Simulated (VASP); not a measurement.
TiN:

```
CELL_PARAMETERS angstrom
0.00000 2.11900 2.11900
2.11900 0.00000 2.11900
2.11900 2.11900 0.00000
ATOMIC_POSITIONS crystal
Ti 0.00000 0.00000 0.00000
N 0.50000 0.50000 0.50000
```

* Program: VASP 6.6.1
* Task: relaxation of cell and atoms
* Functional: LDA
* Potentials or basis: VASP PAW LDA potentials, release 64 (Ti_sv, N)
* Cutoff: 600 eV
* k mesh: 16 × 16 × 16
* Occupations: methfessel-paxton, width 0.1 eV
* Spin: no spin polarisation

At the start: pressure -12.9 GPa; volume 9.51 Å³/atom.

Where does the relaxation end?

Over 4 steps the energy falls by 17.1 meV/atom and the volume is 9.10 Å³/atom (-4.3 %); space group Fm-3m (No. 225, to 0.05 Å).

The path:
```csv
step,energy change (eV),largest force (eV/Å),pressure (GPa),volume (Å³)
1,0.0000,0.0000,-12.85,19.03
2,0.0539,0.0000,24.97,17.00
3,-0.0343,0.0000,-0.26,18.22
4,-0.0343,0.0000,-0.02,18.20
```

Final structure:
```cif
data_structure
_symmetry_space_group_name_H-M 'P 1'
_symmetry_Int_Tables_number 1
_cell_length_a 2.9527
_cell_length_b 2.9527
_cell_length_c 2.9527
_cell_angle_alpha 60.000
_cell_angle_beta 60.000
_cell_angle_gamma 60.000
_cell_volume 18.20
loop_
_atom_site_label
_atom_site_type_symbol
_atom_site_fract_x
_atom_site_fract_y
_atom_site_fract_z
_atom_site_occupancy
Ti1 Ti 0.00000 0.00000 0.00000 1
N1 N 0.50000 0.50000 0.50000 1
```
